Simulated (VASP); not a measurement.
# Be2Ge (Fm-3m) in VASP: notebook, part 3 of 3

VASP 6.6.1. Earlier steps stand in the parts before.

### 4 Single point, PBE

This run uses another cell than the first one, of 11.98 Å³/atom, 0.928 times its volume.

File INCAR:

```
SYSTEM = Be2Ge
ALGO = Normal ; EDIFF = 1E-6
ENCUT = 520 ; GGA = PE
ISIF = 2 ; ISMEAR = 0
LASPH = .TRUE. ; LCHARG = .FALSE.
LREAL = .FALSE. ; LWAVE = .FALSE.
NBANDS = 16 ; NELM = 100
PREC = Accurate ; SIGMA = 0.1
```

File KPOINTS:

```
k-points
0
G
  6 6 6
  0 0 0
```

File POSCAR:

```
Be2Ge
1.0
    0.0000000000      2.6191411727      2.6191411727
    2.6191411727      0.0000000000      2.6191411727
    2.6191411727      2.6191411727      0.0000000000
Be Ge
2 1
Direct
    0.7500000000      0.7500000000      0.7500000000
    0.2500000000      0.2500000000      0.2500000000
    0.0000000000      0.0000000000      0.0000000000
```

Potentials or basis: VASP PAW PBE potentials, release 64 (Be, Ge_d).

Launch:

```bash
> cat potpaw_PBE.64/Be/POTCAR potpaw_PBE.64/Ge_d/POTCAR > POTCAR
> mpirun -np 1 vasp_std > vasp.out
```

OUTCAR:

```text
SYSTEM = Be2Ge
   EDIFF = 1E-6
   ENCUT = 520
   GGA = PE
   ISIF = 2
   ISMEAR = 0
   LASPH = .TRUE.
   LREAL = .FALSE.
   NELM = 100
   PREC = Accurate

 ion  position               nearest neighbor table
   1  0.750  0.750  0.750-   3 2.27   3 2.27   3 2.27   3 2.27
   2  0.250  0.250  0.250-   3 2.27   3 2.27   3 2.27   3 2.27
   3  0.000  0.000  0.000-   1 2.27   1 2.27   1 2.27   1 2.27   2 2.27   2 2.27   2 2.27   2 2.27

  LATTYP: Found a face centered cubic cell.
 ALAT       =     5.2382823454

  Lattice vectors:

 A1 = (   0.0000000000,   2.6191411727,   2.6191411727)
 A2 = (   2.6191411727,   0.0000000000,   2.6191411727)
 A3 = (   2.6191411727,   2.6191411727,   0.0000000000)

Analysis of symmetry for initial positions (statically):
=====================================================================
 Subroutine PRICEL returns:
 Original cell was already a primitive cell.

 Routine SETGRP: Setting up the symmetry group for a
 face centered cubic supercell.

 Subroutine GETGRP returns: Found 48 space group operations
 (whereof 48 operations were pure point group operations)
 out of a pool of 48 trial point group operations.

The static configuration has the point symmetry O_h .

Analysis of symmetry for dynamics (positions and initial velocities):
=====================================================================
 Subroutine PRICEL returns:
 Original cell was already a primitive cell.

 Routine SETGRP: Setting up the symmetry group for a
 face centered cubic supercell.

 Subroutine GETGRP returns: Found 48 space group operations
 (whereof 48 operations were pure point group operations)
 out of a pool of 48 trial point group operations.

The dynamic configuration has the point symmetry O_h .

 Subroutine INISYM returns: Found 48 space group operations
 (whereof 48 operations are pure point group operations),
 and found     1 'primitive' translations

----------------------------------------------------------------------------------------

                                     Primitive cell

  volume of cell :      35.9341

  direct lattice vectors                    reciprocal lattice vectors
     0.000000000  2.619141173  2.619141173    -0.190902272  0.190902272  0.190902272
     2.619141173  0.000000000  2.619141173     0.190902272 -0.190902272  0.190902272
     2.619141173  2.619141173  0.000000000     0.190902272  0.190902272 -0.190902272

  length of vectors
     3.704024968  3.704024968  3.704024968     0.330652434  0.330652434  0.330652434

  position of ions in fractional coordinates (direct lattice)
     0.750000000  0.750000000  0.750000000
     0.250000000  0.250000000  0.250000000
     0.000000000  0.000000000  0.000000000

  ion indices of the primitive-cell ions
   primitive index   ion index
                 1           1
                 2           2
                 3           3

----------------------------------------------------------------------------------------

 KPOINTS: k-points

Automatic generation of k-mesh.
 Grid dimensions read from file:
 generate k-points for:    6    6    6

 Generating k-lattice:

  Cartesian coordinates                     Fractional coordinates (reciprocal lattice)
    -0.031817045  0.031817045  0.031817045     0.166666667  0.000000000  0.000000000
     0.031817045 -0.031817045  0.031817045     0.000000000  0.166666667  0.000000000
     0.031817045  0.031817045 -0.031817045     0.000000000  0.000000000  0.166666667

  Length of vectors
     0.055108739  0.055108739  0.055108739

  Shift w.r.t. Gamma in fractional coordinates (k-lattice)
     0.000000000  0.000000000  0.000000000

 Subroutine IBZKPT returns following result:
 ===========================================

 Found     16 irreducible k-points:

 Following reciprocal coordinates:
            Coordinates               Weight
  0.000000  0.000000  0.000000      1.000000
  0.166667  0.000000  0.000000      8.000000
  0.333333  0.000000  0.000000      8.000000
  0.500000  0.000000  0.000000      4.000000
  0.166667  0.166667  0.000000      6.000000
  0.333333  0.166667  0.000000     24.000000
[... 8 lines left out ...]
 -0.333333  0.333333  0.166667     24.000000
 -0.333333  0.500000  0.166667     12.000000
   k-points           NKPTS =     16   k-points in BZ     NKDIM =     16   number of bands    NBANDS=     16
   number of dos      NEDOS =    301   number of ions     NIONS =      3
   total plane-waves  NPLWV =  21952
   dimension x,y,z NGX =    28 NGY =   28 NGZ =   28
   dimension x,y,z NGXF=    56 NGYF=   56 NGZF=   56
   ions per type =               2   1
   NGX,Y,Z   is equivalent  to a cutoff of  12.57, 12.57, 12.57 a.u.
   NGXF,Y,Z  is equivalent  to a cutoff of  25.13, 25.13, 25.13 a.u.
 SYSTEM =  Be2Ge
   PREC   = accura    normal or accurate (medium, high low for compatibility)
   ISTART =      0    job   : 0-new  1-cont  2-samecut
   ICHARG =      2    charge: 1-file 2-atom 10-const
   ISPIN  =      1    spin polarized calculation?
   LNONCOLLINEAR =      F non collinear calculations
   LSORBIT =      F    spin-orbit coupling
   LASPH  =      T    aspherical Exc in radial PAW
   ENCUT  =  520.0 eV  38.22 Ry    6.18 a.u.   6.89  6.89  6.89*2*pi/ulx,y,z
   NELM   =    100;   NELMIN=  2; NELMDL= -5     # of ELM steps
   EDIFF  = 0.1E-05   stopping-criterion for ELM
   LREAL  =      F    real-space projection
   EDIFFG = 0.1E-04   stopping-criterion for IOM
   NSW    =      0    number of steps for IOM
   IBRION =     -1    ionic relax: 0-MD 1-quasi-New 2-CG
   NFREE  =      0    steps in history (QN), initial steepest desc. (CG)
   ISIF   =      2    stress and relaxation
   ISYM   =      2    0-nonsym 1-usesym 2-fastsym
   POTIM  = 0.5000    time-step for ionic-motion
   TEBEG  =    0.0;   TEEND  =   0.0 temperature during run
   PSTRESS=    0.0 pullay stress
   NELECT =      18.0000    total number of electrons
   NUPDOWN=      -1.0000    fix difference up-down
   EMIN   =  10.00;   EMAX   =-10.00  energy-range for DOS
   EFERMI =   0.00;   METHOD = LEGACY
   ISMEAR =     0;   SIGMA  =   0.10  broadening in eV -4-tet -1-fermi 0-gaus
   EFERMI_NEDOS =   21; number of points for ismear=-14 and -15
   IALGO  =     38    algorithm
   IMIX   =      4    mixing-type and parameters
     AMIX     =   0.40;   BMIX     =  1.00
     AMIX_MAG =   1.60;   BMIX_MAG =  1.00
  volume/ion in A,a.u.               =      11.98        80.83
  Fermi-wavevector in a.u.,A,eV,Ry     =   1.300160  2.456946 22.999502  1.690416
  Thomas-Fermi vector in A             =   2.431377
   LORBIT       =      0    0 simple, 1 ext, 2 COOP (PROOUT), +10 PAW based schemes
   GGA     = PE    functional components
   LHFCALC =     F    Hartree Fock is set to
   AEXX    =    0.0000 exact exchange contribution
   IVDW    =     0    specifies the selected vdW correction
   LEPSILON=     F    determine dielectric tensor
   LRPA    =     F    only Hartree local field effects (RPA)
 non-spin polarized calculation
 Gauss-broadening in eV      SIGMA  =   0.10
  energy-cutoff  :      520.00
  volume of cell :       35.93
 maximum number of plane-waves:       982
   NGX = 13   NGY = 13   NGZ = 13

 number of electron      18.0000016 magnetization

 Free energy of the ion-electron system (eV)
  ---------------------------------------------------
  ext. energy  EPLUGINS =         0.00000000
  ---------------------------------------------------
  free energy    TOTEN  =       -11.20990142 eV

  energy without entropy =      -11.20830758  energy(sigma->0) =      -11.20910450

 E-fermi :   7.2558     XC(G=0): -10.6616

 val. band max:        7.2292992021   @ k =   0.5000   0.5000   0.0000
 cond. band min:       7.2886018960   @ k =   0.5000   0.5000   0.0000
 fundamental gap:      0.0593026939
 Fermi energy:         7.2558193859

 k-point     1 :       0.0000    0.0000    0.0000
  band No.  band energies     occupation
      1     -17.7093      2.00000
      2     -17.7093      2.00000
      3     -17.7093      2.00000
      4     -17.6523      2.00000
      5     -17.6523      2.00000
      6      -6.0674      2.00000
[... 8 lines left out ...]
     15      14.1321      0.00000
     16      14.1653      0.00000
[... 267 lines left out ...]
 k-point    16 :      -0.3333    0.5000    0.1667
  band No.  band energies     occupation
      1     -17.7055      2.00000
      2     -17.6909      2.00000
      3     -17.6834      2.00000
      4     -17.6598      2.00000
      5     -17.6465      2.00000
      6      -2.6808      2.00000
[... 8 lines left out ...]
     15      17.0841      0.00000
     16      19.7518      0.00000

------------------------ aborting loop because EDIFF is reached ----------------------------------------

  FORCE on cell =-STRESS in cart. coord.  units (eV):
  Direction    XX          YY          ZZ          XY          YZ          ZX
  --------------------------------------------------------------------------------------
  -------------------------------------------------------------------------------------
  Total        1.7959292      1.7959292      1.7959292      0.0000000     -0.0000000      0.0000000
  in kB       80.0742867     80.0742867     80.0742867      0.0000000     -0.0000000      0.0000000
  external PRESSURE =      80.0742867 kB  Pullay stress =       0.0000000 kB

 VOLUME and BASIS-vectors are now :
 -----------------------------------------------------------------------------
  energy-cutoff  :      520.00
  volume of cell :       35.93
      direct lattice vectors                 reciprocal lattice vectors
     0.000000000  2.619141173  2.619141173    -0.190902272  0.190902272  0.190902272
     2.619141173  0.000000000  2.619141173     0.190902272 -0.190902272  0.190902272
     2.619141173  2.619141173  0.000000000     0.190902272  0.190902272 -0.190902272

 POSITION                                       TOTAL-FORCE (eV/Angst)
 -----------------------------------------------------------------------------------
      3.92871      3.92871      3.92871         0.000000      0.000000     -0.000000
      1.30957      1.30957      1.30957        -0.000000     -0.000000      0.000000
      0.00000      0.00000      0.00000        -0.000000     -0.000000     -0.000000
 -----------------------------------------------------------------------------------
    total drift:                               -0.000000     -0.000000      0.000000

  FREE ENERGIE OF THE ION-ELECTRON SYSTEM (eV)
  ---------------------------------------------------
  free  energy   TOTEN  =       -11.2099014167 eV

  energy  without entropy=      -11.2083075766  energy(sigma->0) =      -11.20910450
```

stdout:

```text
POSCAR found type information on POSCAR BeGe
 POSCAR found :  2 types and       3 ions
 scaLAPACK will be used
 LDA part: xc-table for (Slater+PW92), standard interpolation
 POSCAR, INCAR and KPOINTS ok, starting setup
 FFT: planning ... GRIDC
 FFT: planning ... GRID_SOFT
 FFT: planning ... GRID
 WAVECAR not read
 entering main loop
```

It took 7 s on 1 thread of Intel Xeon Platinum 8488C (Sapphire Rapids), shared host; peak memory 0.14 GiB.

Results:

```yaml
Free_energy: -11.2099 eV
Pressure: 8.0 GPa
Band_gap_on_the_k_mesh: none (metal or under the smearing width)
```

Levels at points of the mesh, in eV from the Fermi level:
```csv
k point,band 6,band 7,band 8,band 9,band 10,band 11,band 12,band 13
"(0.00, 0.00, 0.00)",-13.32,0.57,0.57,0.57,0.60,0.60,0.60,5.06
"(0.50, 0.00, 0.00)",-10.96,-8.05,-1.81,-1.81,1.41,1.41,2.47,5.77
"(0.50, 0.50, 0.00)",-10.07,-7.08,-4.48,-4.48,-0.03,0.03,8.30,8.30
```

### 5 Overview

| task | cell | k mesh | cutoff (eV) | gap on the mesh (eV) | pressure (GPa) |
| --- | --- | --- | --- | --- | --- |
| single point | Fm-3m, 12.91 Å³/atom | 14 × 14 × 14 | 520 | none | 0.1 |
| relaxation of cell and atoms | relaxed | 14 × 14 × 14 | 600 | none | 0.0 |
| single point | Fm-3m, 11.98 Å³/atom | 6 × 6 × 6 | 520 | none | 8.0 |

Alike in all rows: level PBE; potentials or basis VASP PAW PBE potentials, release 64 (Be, Ge_d); no spin polarisation; smearing gaussian 0.1 eV.

Total energies depend on the potentials used, so only differences within one code and one set of settings carry meaning.
